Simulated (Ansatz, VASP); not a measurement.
**Two plane-wave programs on TaGaMo3**

The input INCAR:

```
SYSTEM = TaGaMo3
PREC = Accurate
ENCUT = 600
EDIFF = 1E-6
ISMEAR = 0
SIGMA = 0.1
LREAL = .FALSE.
LASPH = .TRUE.
NELM = 100
ALGO = Fast
ISIF = 3
LWAVE = .FALSE.
LCHARG = .FALSE.
GGA = PE
IBRION = 2
NSW = 90
EDIFFG = -0.04
```

The input KPOINTS:

```
Automatic mesh
0
G
  4 4 4
  0 0 0
```

Contents of POSCAR:

```
TaGaMo3
1.0
    4.3103245600      0.0000000000      0.0000000000
    0.0000000000      4.3103245600      0.0000000000
    0.0000000000      0.0000000000      4.3103245600
Ta Ga Mo
1 1 3
Direct
    0.0000000000      0.0000000000      0.0000000000
    0.5000000000      0.5000000000      0.5000000000
    0.0000000000      0.5000000000      0.5000000000
    0.5000000000      0.0000000000      0.5000000000
    0.5000000000      0.5000000000      0.0000000000
```

Input for Ansatz:

```yaml
crystal:
  lattice:
    - [4.31032456, 0.0, 0.0]
    - [0.0, 4.31032456, 0.0]
    - [0.0, 0.0, 4.31032456]
  atoms:
    - { symbol: Ta, position: [0.0, 0.0, 0.0] }
    - { symbol: Ga, position: [0.5, 0.5, 0.5] }
    - { symbol: Mo, position: [0.0, 0.5, 0.5] }
    - { symbol: Mo, position: [0.5, 0.0, 0.5] }
    - { symbol: Mo, position: [0.5, 0.5, 0.0] }
basis:
  ecutwfc: 420
kpoints:
  mp_grid: { grid: [4, 4, 4] }
hamiltonian:
  xc: pbe
scf:
  occupations: { method: gaussian, width: 0.1 }
  lower_state_search: "off"
output:
  forces: true
  stress: true
  eigenvalues: true
relax:
  adjacent_minimum: "off"
  f_tol: 0.04
  max_steps: 70
  cell: { stress_tol: 0.4 }
```

Change from the starting cell: species swapped into the CeBPd3 type (Pm-3m, No. 221).

Alike in both runs: task relaxation of cell and atoms; functional PBE; k mesh 4 × 4 × 4; occupations gaussian, width 0.1 eV; no spin polarisation.

|  | VASP | Ansatz |
| --- | --- | --- |
| version | VASP 6.6.1 | Ansatz 0.2.0 |
| potentials or method | VASP PAW PBE potentials, release 64 (Ta_pv, Ga_d, Mo_sv) | scalar-relativistic, plane waves, PAW |
| plane-wave cutoff (eV) | 600 | 420 |
| valence electrons in the cell | 66 | 68 |

|  | VASP | Ansatz | Ansatz less VASP |
| --- | --- | --- | --- |
| gap on the k mesh at the Fermi level, each at its own relaxed structure (eV) | none | none | - |
| relaxed volume (Å³/atom) | 18.94 | 18.86 | -0.075 |
| relaxed cell length with the largest relative difference (Å) | 4.558 | 4.552 | -0.0060 |
| energy change over the relaxation (meV/atom) | -319 | -303 | +16.2 |

A gap of «none» marks a metal or a gap that the smearing closes. The two sets of potentials don't hold the same shells in valence.

Caveats: the k mesh is coarse (spacing up to 0.36 Å⁻¹), so the values aren't converged; the volume moved by over 15 % at a fixed basis, so the end points are rough (VASP). Spin-orbit coupling is left out, which matters for the levels of Ta.
